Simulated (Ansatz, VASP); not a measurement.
## One calculation of Ti3P2, two programs

```xyz
5
Lattice="4.4984 0.0000 0.0000 0.0000 4.4984 0.0000 0.0000 0.0000 4.4984" Properties=species:S:1:pos:R:3 pbc="T T T"
Ti    0.0000    2.2492    2.2492
Ti    2.2492    0.0000    2.2492
Ti    2.2492    2.2492    0.0000
P     0.0000    0.0000    0.0000
P     2.2492    2.2492    2.2492
```

Alike in both runs: functional PBE; k mesh 8 × 8 × 8; occupations gaussian, width 0.1 eV; no spin polarisation.

Ansatz relaxed the structure, and its values are those at the end. VASP's run is a single point on that final structure, the one shown.

```csv
,VASP,Ansatz
version,VASP 6.6.1,Ansatz 0.2.0
potentials or method,"VASP PAW PBE potentials, release 64 (Ti_sv, P)","scalar-relativistic, plane waves, PAW"
plane-wave cutoff (eV),520,420
valence electrons in the cell,46,46
```

|  | VASP | Ansatz | Ansatz less VASP |
| --- | --- | --- | --- |
| gap on the k mesh at the Fermi level (eV) | none | none | - |
| pressure (GPa) | 0.0 | 0.0 | -0.03 |

A gap of «none» marks a metal or a gap that the smearing closes. The functional is the same, so the differences come from potentials, cutoffs and numerics.
